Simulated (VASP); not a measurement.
All values below come from vdW-DF2, VASP's PBE PAW potentials (set 64) (plane waves; VASP).

VASP ran on this input.

**POSCAR**
```
MgI2
1.0
  2.1473689691  -3.7193516870   0.0000000000
  2.1473689691   3.7193516870   0.0000000000
  0.0000000000   0.0000000000   7.0391708671
Mg I
1 2
Cart
  0.0000000000   0.0000000000   0.0000000000
  2.1473689691   1.2397863752   1.6952941386
  2.1473689691  -1.2397863752   5.3438767285
```

**INCAR**
```
! general
SYSTEM   = MgI2
PREC     = Accurate
ENCUT    = 520
LREAL    = .FALSE.
LASPH    = .TRUE.

! electronic loop
EDIFF    = 1E-6
NELM     = 100
ALGO     = Normal
LMAXMIX  = 4

! smearing
ISMEAR   = 0
SIGMA    = 0.05

! functional
GGA      = ML
LUSE_VDW = .TRUE.
AGGAC    = 0.0
ZAB_VDW  = -1.8867

! ions
IBRION   = 2
NSW      = 60
ISIF     = 3
EDIFFG   = -0.02

! output
LWAVE    = .FALSE.
LCHARG   = .FALSE.
```

File KPOINTS:
```
kpoints
0
G
 6 6 3
0 0 0
```

POTCAR, in this order: Mg I (PBE.64 set). Program: vasp_std.

Unless said otherwise, spin-orbit coupling is left out, though it shifts the bands of the heavy elements here.

Task: Estimate the energy per atom (σ→0), band gap (on the k-mesh).

Result: 
| Item | Value |
|---|---|
| energy per atom (σ→0) | -0.725 eV/atom |
| band gap (on the k-mesh) | 3.16 eV |

OSZICAR:
```
...
DAV:   7    -0.216884994317E+01    0.83873E-02   -0.18876E-01   468   0.281E+00    0.959E-01
DAV:   8    -0.217377751199E+01   -0.49276E-02   -0.12425E-02   460   0.930E-01    0.243E-01
DAV:   9    -0.217502692803E+01   -0.12494E-02   -0.27197E-03   484   0.489E-01    0.783E-02
DAV:  10    -0.217510401052E+01   -0.77082E-04   -0.12644E-04   504   0.976E-02    0.350E-02
DAV:  11    -0.217517852217E+01   -0.74512E-04   -0.16922E-04   440   0.136E-01    0.864E-03
DAV:  12    -0.217517960191E+01   -0.10797E-05   -0.32109E-06   520   0.147E-02    0.500E-03
DAV:  13    -0.217517996689E+01   -0.36498E-06   -0.81508E-07   316   0.984E-03
   1 F= -.21751800E+01 E0= -.21751800E+01  d E =-.217518E+01
```

The compound is MgI2 in the 1T layered structure. It was relaxed first, which changed the volume by +10 %. The start is the result of an earlier pass.
